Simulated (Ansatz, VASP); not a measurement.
# C (amorphous carbon) in two plane-wave programs

One calculation is typed for both programs; each brings its own data sets. How far apart do they land? Of the first pair: The structure shown is the start of the Ansatz relaxation below; VASP solves that cell, so the two are compared at the walk's first step.

Program: Ansatz 0.2.0. Level of theory: plane waves, with VASP 6.6.1 beside it; single point at PBE. Results are calculated unless marked as measured.

### 1. Starting point

The cell holds 123 atoms: 123 C. Cell: a = 11.085 Å, b = 11.085 Å, c = 11.085 Å, α = 90.0°, β = 90.0°, γ = 90.0°. As first built, before any earlier steps moved the atoms (in the runner's words): 123 atoms (123 C) placed at random at 1.8 g/cm^3, melted at 6000 K for 10 ps at fixed volume with the LCBOP (Los and Fasolino, Phys. Rev. B 68, 024107 (2003)). Quenched from 5000 K to 300 K at 500 K/ps and fixed volume, held 5 ps, then minimised at fixed cell.

### 2. Ansatz: relaxation, PBE

Ansatz runs on its default PAW (the set named soft_2) files.

The two programs are compared at the cell with which this relaxation starts, whose forces are those of its first step.

input.yaml

```yaml
crystal:
  lattice:
    - [11.0851, 0.0, 0.0]
    - [0.0, 11.0851, 0.0]
    - [0.0, 0.0, 11.0851]
  atoms:
    - { symbol: C, position: [0.55182, 0.04648, 0.21995] }
    - { symbol: C, position: [0.65825, 0.63205, 0.05931] }
    - { symbol: C, position: [0.29273, 0.35904, 0.39607] }
    - { symbol: C, position: [0.20737, 0.05499, 0.98882] }
    - { symbol: C, position: [0.69144, 0.57623, 0.34724] }
    - { symbol: C, position: [0.0351, 0.96142, 0.46996] }
    - { symbol: C, position: [0.72268, 0.27955, 0.38558] }
    - { symbol: C, position: [0.31909, 0.47082, 0.32718] }
    - { symbol: C, position: [0.42096, 0.13121, 0.90334] }
    - { symbol: C, position: [0.85008, 0.50987, 0.5907] }
    - { symbol: C, position: [0.3081, 0.79701, 0.37642] }
    - { symbol: C, position: [0.56093, 0.76976, 0.34687] }
    - { symbol: C, position: [0.98794, 0.37056, 0.46753] }
    - { symbol: C, position: [0.65394, 0.73876, 0.87437] }
    - { symbol: C, position: [0.17956, 0.58212, 0.92404] }
    - { symbol: C, position: [0.8079, 0.93787, 0.96228] }
    - { symbol: C, position: [0.29469, 0.50486, 0.67702] }
    - { symbol: C, position: [0.11852, 0.98529, 0.5687] }
    - { symbol: C, position: [0.7632, 0.72279, 0.80695] }
    - { symbol: C, position: [0.25265, 0.05692, 0.77238] }
    - { symbol: C, position: [0.19833, 0.70544, 0.96577] }
    - { symbol: C, position: [0.11951, 0.51154, 0.28051] }
    - { symbol: C, position: [0.19566, 0.47881, 0.99598] }
    - { symbol: C, position: [0.15095, 0.9725, 0.78488] }
    - { symbol: C, position: [0.523, 0.58076, 0.74017] }
    - { symbol: C, position: [0.7418, 0.03723, 0.34843] }
    - { symbol: C, position: [0.93623, 0.01883, 0.22924] }
    - { symbol: C, position: [0.45586, 0.10244, 0.14107] }
    - { symbol: C, position: [0.67411, 0.16579, 0.65323] }
    - { symbol: C, position: [0.29924, 0.10737, 0.65804] }
[... 87 atom lines left out ...]
    - { symbol: C, position: [0.97965, 0.79673, 0.2143] }
    - { symbol: C, position: [0.38976, 0.58627, 0.70747] }
    - { symbol: C, position: [0.79546, 0.01876, 0.47144] }
    - { symbol: C, position: [0.09823, 0.91369, 0.67798] }
    - { symbol: C, position: [0.26173, 0.69453, 0.30195] }
    - { symbol: C, position: [0.86645, 0.61488, 0.21573] }
kpoints:
  mp_grid: { grid: [1, 1, 1] }
hamiltonian:
  xc: pbe
scf:
  occupations: { method: fermi_dirac, width: 0.025 }
output:
  forces: true
relax:
  f_tol: 0.05
  max_steps: 150
  cell: {}
```

Started as:

```console
ansatz run input.yaml --threads 4 --pin off --max-ram 8192MiB --backend cpu --events-out ev --progress --plain --runs-dir out
```

Numbers of over 12 decimals in the logs are rounded to 6 here.

The log of the run:

```text
Engine: ansatz 0.2.0, aarch64-unknown-linux-gnu
Pseudopotentials: kind: paw
Pseudopotential: C, paw, valence charge 4, recommended cutoff 420 eV (normal), C.paw.azcp
Functional definition: PBE
  parameter kappa = 0.804
  parameter beta = 0.066725
  exchange = pbe_x(kappa = kappa, mu = beta*pi^2/3)
  correlation = pbe_c(beta = beta)
Crystal: 123 atoms, lattice volume = 1362.131 Å³
Basis set: ecut = 420 eV, 26745 PW (Γ), exchange–correlation on 150×150×150 points (8 copies of the dense FFT grid, shifted against one another)
Bands: 369, of which v1, the nominal top of the filled ones, is band 246 counted from 1 (245 counted from 0)
Symmetry: 1 space group operations
Space group: P1 (ITA 1), of the structure as read, at distance tolerance 1.1e-4 Å
k-points: 1
Non-local potential: C, projectors of the file, l = 0: 2, l = 1: 2, l = 2: 1
PAW form: soft (Blöchl's): semilocal exchange-correlation on the pseudo side does not see the compensation charge
PAW one-centre angular grid: C, 110 points (default); XC on 64 Gauss nodes
Initial density: superposition of atomic densities (neutral atoms: chi_scale 0, normalization atom), corrected by the library's trained network
Initial wavefunctions: pseudopotential atomic-orbital guess
Functional: x = pbe(κ = 0.804, μ = 0.219515), c = pbe(β = 0.066725)
SCF iter   1: F=—  HF=-30751.960980 eV  |F-HF|=—  |Δ(HF+E_count)|=         —  Δρ=1.28e-2  dr2=3.81e0  ethr=1.77e-3  ⟨swp⟩=6.0  Hψ=1628  notcnv=0  defer=71
preconditioner: auto → LDOS  [insulator: Δε(μ)=0.075 eV  Ē_g=13.406 eV  σ=0.025 eV  W_gap=0.64  n_scr=256 (ndim 8)  ℏωp=22.3 eV  f_vac=0.161  D(μ)=24.09/eV (n_scr^D=122)  ε∞_Penn≈3.8  β→1.0]
SCF iter   2: F=—  HF=-30751.598368 eV  |F-HF|=—  |Δ(HF+E_count)|=   3.63e-1  Δρ=6.32e-3  dr2=8.62e-1  ethr=7.74e-4  ⟨swp⟩=3.0  Hψ=646  notcnv=0  defer=107
SCF iter   3: F=—  HF=-30751.475515 eV  |F-HF|=—  |Δ(HF+E_count)|=   1.23e-1  Δρ=1.86e-3  dr2=7.28e-2  ethr=1.75e-4  ⟨swp⟩=2.0  Hψ=465  notcnv=0  defer=107
SCF iter   4: F=—  HF=-30751.466454 eV  |F-HF|=—  |Δ(HF+E_count)|=   9.06e-3  Δρ=6.57e-4  dr2=9.05e-3  ethr=1.48e-5  ⟨swp⟩=2.0  Hψ=508  notcnv=0  defer=107
SCF iter   5: F=—  HF=-30751.465485 eV  |F-HF|=—  |Δ(HF+E_count)|=   9.69e-4  Δρ=2.40e-4  dr2=1.16e-3  ethr=1.84e-6  ⟨swp⟩=2.0  Hψ=480  notcnv=0  defer=107
SCF iter   6: F=—  HF=-30751.465483 eV  |F-HF|=—  |Δ(HF+E_count)|=   1.65e-6  Δρ=1.18e-4  dr2=2.98e-4  ethr=2.35e-7  ⟨swp⟩=2.0  Hψ=490  notcnv=0  defer=107
SCF iter   7: F=—  HF=-30751.465466 eV  |F-HF|=—  |Δ(HF+E_count)|=   1.70e-5  Δρ=5.44e-5  dr2=5.67e-5  ethr=6.05e-8  ⟨swp⟩=2.0  Hψ=384  notcnv=0  defer=107
SCF iter   8: F=—  HF=-30751.463541 eV  |F-HF|=—  |Δ(HF+E_count)|=   1.92e-3  Δρ=2.85e-5  dr2=1.56e-5  ethr=1.15e-8  ⟨swp⟩=2.0  Hψ=476  notcnv=0  defer=107
SCF iter   9: F=—  HF=-30751.463541 eV  |F-HF|=—  |Δ(HF+E_count)|=   7.41e-7  Δρ=1.22e-5  dr2=2.88e-6  ethr=3.17e-9  ⟨swp⟩=2.0  Hψ=384  notcnv=0  defer=107
SCF iter  10: F=—  HF=-30751.463541 eV  |F-HF|=—  |Δ(HF+E_count)|=   1.12e-7  Δρ=5.66e-6  dr2=6.35e-7  ethr=5.86e-10  ⟨swp⟩=2.0  Hψ=490  notcnv=0  defer=107
SCF iter  11: F=—  HF=-30751.463540 eV  |F-HF|=—  |Δ(HF+E_count)|=   2.56e-8  Δρ=2.57e-6  dr2=1.40e-7  ethr=1.29e-10  ⟨swp⟩=2.0  Hψ=400  notcnv=0  defer=107
SCF iter  12: F=-30751.463540 eV  HF=-30751.463540 eV  |F-HF|=1.88e-8  |Δ(HF+E_count)|=   2.38e-9  Δρ=1.03e-6  dr2=2.50e-8  ethr=2.03e-11  ⟨swp⟩=3.0  Hψ=863  notcnv=0
SCF 1 converged in 12 iterations: F = -30751.463540 eV  dr2 = 2.50e-8
  greatest PAW one-centre occupation: 0.692 electrons in one spin orbital (limit 2), on the C atom at site 63 (counted from 0), in its partial waves of l = 0
relax step   1: F+E_penalty+E_count = -30751.46354046 eV  Δ(F+E_penalty+E_count) = +0.000e0 eV  max|allowed force component| = 5.128e0 eV/Å  Δτ_max = 0.0000 Å  P = -13.740 GPa  Ω = 1362.131 Å³  (12 SCF iters, dr2 threshold 1.00e-7 eV, accepted)
Crystal: 123 atoms, lattice volume = 1285.856 Å³
Basis set: ecut = 420 eV, 25165 PW (Γ), exchange–correlation on 150×150×150 points (8 copies of the dense FFT grid, shifted against one another)
Initial density: handed on by an earlier stage of this run
Initial wavefunctions: those handed on with the density
iter 1 solved again at ethr=1.39e-3 eV; its pass at ethr=3.10e-3 eV (dr2=6.85e0 eV) is discarded
SCF iter   1: F=—  HF=-30764.743538 eV  |F-HF|=—  |Δ(HF+E_count)|=         —  Δρ=2.61e-2  dr2=6.91e0  ethr=1.39e-3  ⟨swp⟩=9.0  Hψ=1838  notcnv=0
preconditioner: auto → LDOS  [insulator: Δε(μ)=0.204 eV  Ē_g=13.847 eV  σ=0.025 eV  W_gap=0.97  n_scr=254 (ndim 8)  ℏωp=23.0 eV  f_vac=0.141  D(μ)=2.93/eV (n_scr^D=6)  ε∞_Penn≈3.8  β→1.0]
SCF iter   2: F=—  HF=-30763.486361 eV  |F-HF|=—  |Δ(HF+E_count)|=    1.26e0  Δρ=1.20e-2  dr2=2.85e0  ethr=1.39e-3  ⟨swp⟩=2.0  Hψ=641  notcnv=0  defer=110
[...]
- { symbol: C, position: [0.308565, 0.489739, 0.665801] }
    - { symbol: C, position: [0.127375, 0.988318, 0.566512] }
    - { symbol: C, position: [0.766559, 0.746817, 0.812905] }
    - { symbol: C, position: [0.241198, 0.087224, 0.764523] }
    - { symbol: C, position: [0.220635, 0.712948, 1.017255] }
    - { symbol: C, position: [0.104508, 0.508474, 0.257651] }
    - { symbol: C, position: [0.160893, 0.476715, 0.997891] }
    - { symbol: C, position: [0.145981, 0.997989, 0.783867] }
    - { symbol: C, position: [0.528009, 0.591081, 0.728667] }
    - { symbol: C, position: [0.736377, 0.021976, 0.349753] }
    - { symbol: C, position: [0.932387, 0.00351749, 0.230684] }
    - { symbol: C, position: [0.446121, 0.100925, 0.133372] }
    - { symbol: C, position: [0.674315, 0.152705, 0.646476] }
    - { symbol: C, position: [0.295686, 0.118832, 0.649821] }
    - { symbol: C, position: [-0.00659882, 0.327860, 0.343821] }
    - { symbol: C, position: [0.613958, 0.504342, 0.671510] }
    - { symbol: C, position: [0.409605, 0.195438, 0.666302] }
    - { symbol: C, position: [0.240253, 0.059338, 0.545486] }
    - { symbol: C, position: [0.606707, 0.139733, 0.769137] }
    - { symbol: C, position: [0.924676, 0.611787, 0.094193] }
    - { symbol: C, position: [0.290136, 0.120051, 0.884730] }
    - { symbol: C, position: [0.430080, 0.494736, 0.273434] }
    - { symbol: C, position: [0.669862, 0.776230, -0.011859] }
    - { symbol: C, position: [0.651311, 0.313259, 0.030406] }
[...]
- { symbol: C, position: [0.243864, 0.903169, 0.373156] }
    - { symbol: C, position: [0.362588, 0.246816, 0.350268] }
    - { symbol: C, position: [0.984744, 0.774768, 0.221923] }
    - { symbol: C, position: [0.397382, 0.569950, 0.720453] }
    - { symbol: C, position: [0.795257, 0.020717, 0.470737] }
    - { symbol: C, position: [0.092667, 0.933208, 0.680882] }
    - { symbol: C, position: [0.254594, 0.700654, 0.267594] }
    - { symbol: C, position: [0.864108, 0.602533, 0.211440] }
```

### 3. VASP: single point, PBE, start cell, pair 1

The same cell, functional, mesh and smearing now go to VASP, with its own data sets.

Lines of VASP's logs that name or quote its potential files are left out, and so is its time.

INCAR

```
SYSTEM = C
PREC = Accurate
ENCUT = 520
EDIFF = 1E-06
NELM = 120
ISMEAR = -1
SIGMA = 0.025
LREAL = Auto
ALGO = Normal
GGA = PE
NBANDS = 336
LORBIT = 11
LWAVE = .FALSE.
LCHARG = .FALSE.
ISIF = 2
LASPH = .TRUE.
GGA_COMPAT = .FALSE.
EFERMI = MIDGAP
NCORE = 4
```

POSCAR

```
C
1.0
   11.0851000000      0.0000000000      0.0000000000
    0.0000000000     11.0851000000      0.0000000000
    0.0000000000      0.0000000000     11.0851000000
C
123
Direct
    0.5518218149      0.0464768022      0.2199529098
    0.6582529702      0.6320466211      0.0593138537
    0.2927262722      0.3590405138      0.3960722050
    0.2073684495      0.0549927380      0.9888228343
    0.6914416649      0.5762329614      0.3472408909
    0.0351011718      0.9614166764      0.4699641862
    0.7226817981      0.2795464182      0.3855806443
    0.3190859803      0.4708211924      0.3271779235
    0.4209614708      0.1312121677      0.9033387159
    0.8500780327      0.5098736141      0.5907028353
    0.3080982580      0.7970067929      0.3764242091
    0.5609331445      0.7697630152      0.3468710251
    0.9879387646      0.3705604821      0.4675284842
    0.6539408756      0.7387574311      0.8743719046
    0.1795563414      0.5821237517      0.9240421827
    0.8079043040      0.9378715573      0.9622827038
    0.2946928760      0.5048578723      0.6770168966
    0.1185194540      0.9852865558      0.5687003275
    0.7631956410      0.7227900515      0.8069480654
    0.2526544641      0.0569232573      0.7723791396
    0.1983292889      0.7054424408      0.9657738766
    0.1195117771      0.5115425210      0.2805116778
    0.1956590378      0.4788139033      0.9959765812
    0.1509503748      0.9725036310      0.7848824097
    0.5229993415      0.5807615628      0.7401737467
    0.7417975481      0.0372301558      0.3484316786
    0.9362297138      0.0188270742      0.2292356406
    0.4558641780      0.1024438210      0.1410722501
    0.6741120964      0.1657901147      0.6532282072
    0.2992395197      0.1073693517      0.6580364634
[... 87 atom lines left out ...]
    0.9796483568      0.7967271382      0.2142966685
    0.3897574221      0.5862734662      0.7074721924
    0.7954641816      0.0187639264      0.4714436496
    0.0982309587      0.9136859388      0.6779821562
    0.2617297092      0.6945268874      0.3019458552
    0.8664513626      0.6148794328      0.2157310263
```

KPOINTS

```
Automatic mesh
0
Gamma
1 1 1
0 0 0
```

PAW data sets: C (PBE family, release 64).

Started as:

```console
mpirun -np 16 vasp_gam
```

The log of the run:

```text
[banner, memory and clock lines left out]
running   16 mpi-ranks, on    1 nodes
[...]
LDA part: xc-table for (Slater+PW92), standard interpolation
 POSCAR, INCAR and KPOINTS ok, starting setup
[...]
entering main loop
       N       E                     dE             d eps       ncg     rms          rms(c)
DAV:   1     0.347377854991E+04    0.34738E+04   -0.27425E+05   672   0.141E+03
DAV:   2    -0.721854706070E+03   -0.41956E+04   -0.39686E+04   880   0.325E+02
DAV:   3    -0.106180911843E+04   -0.33995E+03   -0.33044E+03   792   0.933E+01
DAV:   4    -0.107281752945E+04   -0.11008E+02   -0.10933E+02   840   0.178E+01
[...]
DAV:  21    -0.102068191206E+04    0.72507E-05   -0.65154E-06   640   0.462E-03    0.496E-03
DAV:  22    -0.102068190978E+04    0.22797E-05   -0.19007E-06   480   0.252E-03    0.279E-03
DAV:  23    -0.102068190900E+04    0.78128E-06   -0.93746E-07   504   0.182E-03
   1 F= -.10206819E+04 E0= -.10206569E+04  d E =-.499428E-01
```

OUTCAR, selected parts (step 3):

```text
  FREE ENERGIE OF THE ION-ELECTRON SYSTEM (eV)
  ---------------------------------------------------
  free  energy   TOTEN  =     -1020.6819089967 eV

  energy  without entropy=    -1020.6319661852  energy(sigma->0) =    -1020.65693759
```

The run ends at a pressure of -13.48 GPa, with forces up to 5.8 eV/Å.

### 4. Side by side

Known differences besides the potentials themselves: the cutoff is 420 eV in Ansatz and 520 eV in VASP (PREC = Accurate, projectors in real space). Total energies have different zeros and are not compared.

Forces on 10 of the 123 atoms, those with the largest forces and the largest differences (eV/Å; atoms numbered as in POSCAR):

```csv
atom,"Ansatz x, y, z","VASP x, y, z"
C12,"-2.920, -0.198, 3.238","-2.898, -0.205, 3.259"
C16,"-2.228, 5.128, -1.548","-2.234, 5.141, -1.554"
C38,"0.013, 2.202, -3.333","0.006, 2.209, -3.351"
C64,"-0.004, -0.883, 1.079","-0.033, -0.856, 1.050"
C68,"1.471, -0.664, -3.842","1.468, -0.672, -3.846"
C69,"1.735, 4.188, 2.613","1.734, 4.188, 2.626"
C70,"2.953, -3.031, 0.044","2.963, -3.030, 0.020"
C92,"3.449, 1.311, 2.138","3.458, 1.302, 2.153"
C112,"-0.532, -1.433, -1.143","-0.512, -1.407, -1.109"
C122,"0.493, 1.566, -3.238","0.475, 1.557, -3.206"
```

The forces differ by 11 meV/Å r.m.s., which is 0.8 % of the r.m.s. force of 1.370 eV/Å (both taken over all components).

### 5. Ansatz: relaxation, PBE

This run makes the geometry at which the two programs are then compared. The cell compared in this pair holds 1229.15 Å³, against 1362.13 Å³ for the pair before.

The structure compared here is the end of the Ansatz relaxation.

input.yaml is that of step 2.

Started as:

```console
ansatz run input.yaml --threads 4 --pin off --max-ram 8192MiB --backend cpu --events-out ev --progress --plain --runs-dir out
```

The log of the run:

```text
[...]
Crystal: 123 atoms, lattice volume = 1362.131 Å³
Basis set: ecut = 420 eV, 26745 PW (Γ), exchange–correlation on 150×150×150 points (8 copies of the dense FFT grid, shifted against one another)
Bands: 369, of which v1, the nominal top of the filled ones, is band 246 counted from 1 (245 counted from 0)
[... 1 set-up line as in the run before ...]
[...]
k-points: 1
[...]
SCF iter   1: F=—  HF=-30751.960980 eV  |F-HF|=—  |Δ(HF+E_count)|=         —  Δρ=1.28e-2  dr2=3.81e0  ethr=1.77e-3  ⟨swp⟩=6.0  Hψ=1628  notcnv=0  defer=71
[...]
- { symbol: C, position: [0.127375, 0.988318, 0.566512] }
    - { symbol: C, position: [0.766559, 0.746817, 0.812905] }
    - { symbol: C, position: [0.241198, 0.087224, 0.764523] }
    - { symbol: C, position: [0.220635, 0.712948, 1.017255] }
    - { symbol: C, position: [0.104508, 0.508474, 0.257651] }
    - { symbol: C, position: [0.160893, 0.476715, 0.997891] }
    - { symbol: C, position: [0.145981, 0.997989, 0.783867] }
[...]
- { symbol: C, position: [0.795257, 0.020717, 0.470737] }
    - { symbol: C, position: [0.092667, 0.933208, 0.680882] }
    - { symbol: C, position: [0.254594, 0.700654, 0.267594] }
    - { symbol: C, position: [0.864108, 0.602533, 0.211440] }
```

### 6. VASP: single point, PBE, relaxed cell, pair 2

The same cell, functional, mesh and smearing now go to VASP, with its own data sets.

INCAR, as its differences from that of step 3:

```diff
@@ -2,3 +2,3 @@
 PREC = Accurate
-ENCUT = 520
+ENCUT = 600
 EDIFF = 1E-06
```

POSCAR

```
C
1.0
   10.7341950000      0.0909170000     -0.1269240000
    0.0909170000     10.4844360000      0.0979420000
   -0.1269240000      0.0979420000     10.9249590000
C
123
Direct
    0.5415400000      0.0385800000      0.2213300000
    0.6462100000      0.6463100000      0.0441500000
    0.2834500000      0.3548600000      0.3770600000
    0.2087100000      0.0688600000      0.9790600000
    0.7068900000      0.5440300000      0.3552200000
    0.0500000000      0.9584700000      0.4629900000
    0.7050600000      0.3035800000      0.3909000000
    0.3054400000      0.4712900000      0.3133900000
    0.4145900000      0.1489800000      0.8973000000
    0.8547100000      0.4954800000      0.6104700000
    0.3124000000      0.7920100000      0.3618300000
    0.5725100000      0.7330900000      0.3998600000
    0.9854600000      0.3856600000      0.4590700000
    0.6477200000      0.7615400000      0.8581800000
    0.1886300000      0.5914100000      0.9430200000
    0.8118900000      0.9643600000      0.9740600000
    0.3085700000      0.4897400000      0.6658000000
    0.1273700000      0.9883200000      0.5665100000
    0.7665600000      0.7468200000      0.8129000000
    0.2412000000      0.0872200000      0.7645200000
    0.2206400000      0.7129500000      0.0172500000
    0.1045100000      0.5084700000      0.2576500000
    0.1608900000      0.4767200000      0.9978900000
    0.1459800000      0.9979900000      0.7838700000
    0.5280100000      0.5910800000      0.7286700000
    0.7363800000      0.0219800000      0.3497500000
    0.9323900000      0.0035200000      0.2306800000
    0.4461200000      0.1009300000      0.1333700000
    0.6743200000      0.1527000000      0.6464800000
    0.2956900000      0.1188300000      0.6498200000
[... 87 atom lines left out ...]
    0.9847400000      0.7747700000      0.2219200000
    0.3973800000      0.5699500000      0.7204500000
    0.7952600000      0.0207200000      0.4707400000
    0.0926700000      0.9332100000      0.6808800000
    0.2545900000      0.7006500000      0.2675900000
    0.8641100000      0.6025300000      0.2114400000
```

KPOINTS is that of step 3.

Started as:

```console
mpirun -np 16 vasp_gam
```

The log of the run:

```text
[... set-up lines as in an earlier step ...]
 entering main loop
       N       E                     dE             d eps       ncg     rms          rms(c)
DAV:   1     0.386793091827E+04    0.38679E+04   -0.30424E+05   672   0.161E+03
DAV:   2    -0.720681817904E+03   -0.45886E+04   -0.43251E+04   856   0.351E+02
DAV:   3    -0.109754930905E+04   -0.37687E+03   -0.36589E+03   816   0.995E+01
DAV:   4    -0.110914357295E+04   -0.11594E+02   -0.11478E+02   824   0.186E+01
[...]
DAV:  18    -0.104282655379E+04    0.60352E-05   -0.13130E-05   720   0.741E-03    0.502E-03
DAV:  19    -0.104282655189E+04    0.18979E-05   -0.31103E-06   568   0.352E-03    0.238E-03
DAV:  20    -0.104282655175E+04    0.14450E-06   -0.80474E-07   496   0.188E-03
   1 F= -.10428266E+04 E0= -.10428219E+04  d E =-.931379E-02
```

Parts of OUTCAR (step 6):

```text
  FREE ENERGIE OF THE ION-ELECTRON SYSTEM (eV)
  ---------------------------------------------------
  free  energy   TOTEN  =     -1042.8265517497 eV

  energy  without entropy=    -1042.8172379614  energy(sigma->0) =    -1042.82189486
```

The run ends at a pressure of 0.00 GPa, with forces up to 0.10 eV/Å.

### 7. Differences

What differs besides the data sets and the points named for the pairs above, as far as they apply: the cutoff is 420 eV in Ansatz and 600 eV in VASP (PREC = Accurate, projectors in real space). Total energies have different zeros and are not compared.

Compared:

| quantity | Ansatz | VASP | difference |
| --- | --- | --- | --- |
| pressure (GPa) | 0.01 | 0.00 | +0.01 |
| gap on the k mesh (eV) | 0.206 | 0.206 | 0.000 |

At this near-relaxed geometry the largest component of a force difference is 92 meV/Å. A gap on the mesh is an upper bound, since the band edges may lie between its points.

### 8. What came out

```json
{
  "r.m.s. force difference (single point, PBE, start cell, pair 1)": "0.80 % of the r.m.s. force",
  "r.m.s. force difference (single point, PBE, relaxed cell, pair 2)": "16 meV/Å"
}
```

In words: The r.m.s. force difference is 16 meV/Å (single point, PBE, relaxed cell, pair 2), beyond the 12 meV/Å picked in this series as the mark of a large difference. What causes the difference of the single point, PBE, relaxed cell, pair 2 pair stays open here. Such differences can come from data sets, numerical settings and the points named under the comparisons, not from the functional's error against experiment.

[Lines on the potential files, build, host, timing and source positions are cut from VASP's logs without a mark.]

[Logs are printed without paths, hosts, clocks, repeated set-up lines and the standing remarks that a program may print on its own settings, such as how far it seeks lower states.]

[Hosts, paths, dates, database ids (printed as entryN), source tags and the programs' standing remarks are cut or masked in the printed files.]
